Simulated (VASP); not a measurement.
VASP ran on this input.

**POSCAR**
```
BeSe
1
    3.6225408258     0.0000000000     0.0000000000
   -1.8112704129     3.1372122881     0.0000000000
    0.0000000000     0.0000000000     5.9616716385
Be Se
2 2
Direct
  0.3333330000   0.6666670000   0.0002699241
  0.6666670000   0.3333330000   0.5002699241
  0.3333330000   0.6666670000   0.3747300759
  0.6666670000   0.3333330000   0.8747300759
```

**KPOINTS**
```
Automatic mesh
0
Gamma
7 7 4
0 0 0
```

**INCAR**
```
SYSTEM = BeSe
PREC = Accurate
ENCUT = 500
EDIFF = 1E-6
NELM = 100
ALGO = Normal
LREAL = .FALSE.
LASPH = .TRUE.
ISMEAR = 0
SIGMA = 0.05
GGA = PS
LMAXMIX = 4
LWAVE = .FALSE.
LCHARG = .FALSE.
IBRION = 2
ISIF = 3
NSW = 40
EDIFFG = -0.02
```

POTCAR, in this order: Be Se (PBE.64 set). Program: vasp_std.

Question: Write an equivalent input for Ansatz.

Answer: One equivalent input (not run):
Ansatz 0.2 input:
```yaml
crystal:
  lattice:
    - [3.6225408, 0.0000000, 0.0000000]
    - [-1.8112704, 3.1372123, 0.0000000]
    - [0.0000000, 0.0000000, 5.9616716]
  atoms:
    - { symbol: Be, position: [0.3333330, 0.6666670, 0.0002699] }
    - { symbol: Be, position: [0.6666670, 0.3333330, 0.5002699] }
    - { symbol: Se, position: [0.3333330, 0.6666670, 0.3747301] }
    - { symbol: Se, position: [0.6666670, 0.3333330, 0.8747301] }
kpoints:
  mp_grid: { grid: [7, 7, 4] }
hamiltonian:
  xc: pbesol
  pseudopotentials: { kind: paw }
scf:
  occupations: { method: gaussian, width: 0.05 }
  max_iter: 100
relax:
  max_steps: 40
  f_tol: 0.02
  cell: {}
output: { forces: true, stress: true, eigenvalues: true }
```
The two are equivalent in intent, not identical: each code has its own PAW files, so the cut-off isn't converted (ENCUT is set for VASP's; basis.ecutwfc is left out, and Ansatz then takes the one that its files recommend); Ansatz stops its SCF on the density residual and VASP on the energy change (EDIFF).

The structure was generated: BeSe was put into the wurtzite type (P6_3mc), which need not be its known phase. It was relaxed first, which changed the volume by +9 %.
